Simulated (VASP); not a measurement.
Here is the system:

```
TaTe
1.0
    0.00000     3.09152     3.09152
    3.09152     0.00000     3.09152
    3.09152     3.09152     0.00000
Ta Te
1 1
Cartesian
  0.00000   0.00000   0.00000
  1.54576   1.54576   1.54576
```

The numbers are results of PBEsol GGA, VASP's PBE PAW potentials (set 64) (plane waves; VASP), not measurements. Numerical set-up: 400 eV cut-off, Gaussian smearing of 0.050 eV, potentials Ta_pv Te.

Unless said otherwise, spin-orbit coupling is left out, though it shifts the bands of the heavy elements here.

**Question.** Estimate the band gap (along the path) with the smallest direct gap where there is one.

**Answer.** 
| Quantity | Result |
|---|---|
| band gap (along the path) | none (metal, semimetal or under 0.01 eV) |

Total energies compare only between runs with the same potentials, cut-off and functional.

The structure was generated: TaTe was put into the zinc blende type (F-43m), which need not be its known phase. It was relaxed first, which changed the volume by -34 %. The electron count is odd and the run is not spin-polarised, which forces a metal.
